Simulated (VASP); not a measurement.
Calculation: r2SCAN meta-GGA, VASP's PBE PAW potentials (set 64) (plane waves; VASP).

A VASP calculation is set up with these files.

### KPOINTS
```
Automatic mesh
0
Gamma
9 9 9
0 0 0
```

POSCAR:
```
HgTe
1
    0.0000000000     3.2869368104     3.2869368104
    3.2869368104     0.0000000000     3.2869368104
    3.2869368104     3.2869368104    -0.0000000000
Hg Te
1 1
Direct
  0.0000000000   0.0000000000   0.0000000000
  0.2500000000   0.2500000000   0.2500000000
```

**INCAR**
```
ALGO  =  Normal
EDIFF  =  1E-6
EDIFFG  =  -0.01
ENCUT  =  400
IBRION  =  2
ISIF  =  3
ISMEAR  =  1
LASPH  =  .TRUE.
LCHARG  =  .FALSE.
LMAXMIX  =  6
LMIXTAU  =  .TRUE.
LREAL  =  .FALSE.
LWAVE  =  .FALSE.
METAGGA  =  R2SCAN
NELM  =  100
NSW  =  60
PREC  =  Accurate
SIGMA  =  0.1
SYSTEM  =  HgTe
```

POTCAR, in this order: Hg Te (PBE.64 set). Program: vasp_std.

The resulting files:

OSZICAR:
```
       N       E                     dE             d eps       ncg     rms          rms(c)
DAV:   1     0.154800772978E+02    0.15480E+02   -0.70405E+03   926   0.976E+02
DAV:   2    -0.766904867608E+02   -0.92171E+02   -0.87689E+02  1030   0.244E+02
DAV:   3    -0.802737159280E+02   -0.35832E+01   -0.35733E+01  1080   0.506E+01
DAV:   4    -0.803032815445E+02   -0.29566E-01   -0.29563E-01  1225   0.426E+00
DAV:   5    -0.803034854229E+02   -0.20388E-03   -0.20388E-03  1108   0.261E-01    0.677E+00
DAV:   6    -0.752735757318E+02    0.50299E+01   -0.31651E+00   910   0.257E+01    0.849E+00
DAV:   7    -0.751574773695E+02    0.11610E+00   -0.18478E-01   910   0.530E+00    0.539E+00
DAV:   8    -0.751411376041E+02    0.16340E-01   -0.96611E-02   990   0.300E+00    0.175E+00
DAV:   9    -0.750559866446E+02    0.85151E-01   -0.20136E-01   910   0.373E+00    0.268E-01
DAV:  10    -0.751610798505E+02   -0.10509E+00   -0.48330E-02   910   0.187E+00    0.316E-01
DAV:  11    -0.751536895937E+02    0.73903E-02   -0.12563E-02   910   0.105E+00    0.113E-01
DAV:  12    -0.751616747752E+02   -0.79852E-02   -0.47028E-03   930   0.546E-01    0.753E-02
DAV:  13    -0.751609832229E+02    0.69155E-03   -0.40322E-03   930   0.643E-01    0.495E-02
DAV:  14    -0.751616333033E+02   -0.65008E-03   -0.14712E-04   985   0.125E-01    0.382E-02
DAV:  15    -0.751616186247E+02    0.14679E-04   -0.37558E-06  1040   0.235E-02    0.405E-02
DAV:  16    -0.751618103225E+02   -0.19170E-03   -0.96255E-06   910   0.302E-02    0.586E-02
DAV:  17    -0.751628917486E+02   -0.10814E-02   -0.56161E-04   910   0.212E-01    0.550E-02
DAV:  18    -0.751629333198E+02   -0.41571E-04   -0.62537E-05  1050   0.759E-02    0.362E-02
DAV:  19    -0.751629354485E+02   -0.21288E-05   -0.25033E-06   915   0.145E-02    0.255E-02
DAV:  20    -0.751629361427E+02   -0.69414E-06   -0.76309E-07   545   0.851E-03
   1 F= -.75162936E+02 E0= -.75163031E+02  d E =-.751629E+02
```

File OUTCAR:
```
------------------------ aborting loop because EDIFF is reached ----------------------------------------
  FORCE on cell =-STRESS in cart. coord.  units (eV):
  Direction    XX          YY          ZZ          XY          YZ          ZX
  --------------------------------------------------------------------------------------
  Total        0.0088811      0.0088811      0.0088811      0.0000000      0.0000000      0.0000000
  in kB        0.2003431      0.2003431      0.2003431      0.0000000      0.0000000      0.0000000
  external PRESSURE =       0.2003431 kB  Pullay stress =       0.0000000 kB
  volume of cell :       71.02
      direct lattice vectors                 reciprocal lattice vectors
     0.000000000  3.286936810  3.286936810    -0.152117314  0.152117314  0.152117314
     3.286936810  0.000000000  3.286936810     0.152117314 -0.152117314  0.152117314
     3.286936810  3.286936810  0.000000000     0.152117314  0.152117314 -0.152117314
 POSITION                                       TOTAL-FORCE (eV/Angst)
 -----------------------------------------------------------------------------------
      0.00000      0.00000      0.00000         0.000000      0.000000     -0.000000
      1.64347      1.64347      1.64347        -0.000000     -0.000000      0.000000
 -----------------------------------------------------------------------------------
    total drift:                                0.000001      0.000001      0.000002
  FREE ENERGIE OF THE ION-ELECTRON SYSTEM (eV)
  ---------------------------------------------------
  free  energy   TOTEN  =       -75.1629361427 eV

  energy  without entropy=      -75.1632221581  energy(sigma->0) =      -75.16303148

 reached required accuracy - stopping structural energy minimisation
```
(Selected blocks of OUTCAR.)

The compound is HgTe in the zinc blende structure. It was relaxed first, which changed the volume by +5 %. The start is the result of an earlier pass.
